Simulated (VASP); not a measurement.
The system is Al.

```
Al
1.0
     0.00000    2.02481    2.02481
     2.02481    0.00000    2.02481
     2.02481    2.02481    0.00000
Al
1
Direct
  0.00000 0.00000 0.00000
```

* Program: VASP 6.6.1
* Task: relaxation of cell and atoms
* Functional: LDA
* Potentials or basis: VASP PAW LDA potentials, release 64 (Al)
* Cutoff: 350 eV
* k mesh: 10 × 10 × 10
* Occupations: gaussian, width 0.1 eV
* Spin: no spin polarisation

At the start: pressure -3.6 GPa; volume 16.60 Å³/atom.

Q: Where does the relaxation end?

A: Over 3 steps the energy falls by 10.0 meV/atom and the volume is 15.75 Å³/atom (-5.1 %); space group Fm-3m (No. 225, to 0.05 Å).

The path:
```
step  energy change (eV)  largest force (eV/Å)  pressure (GPa)  volume (Å³)
   1              0.0000                0.0000           -3.55        16.60
   2             -0.0100                0.0000            0.09        15.73
   3             -0.0100                0.0000            0.00        15.75
```

Final structure:
```
Al
1.0
     0.00000    1.98965    1.98965
     1.98965    0.00000    1.98965
     1.98965    1.98965    0.00000
Al
1
Direct
  0.00000 0.00000 0.00000
```
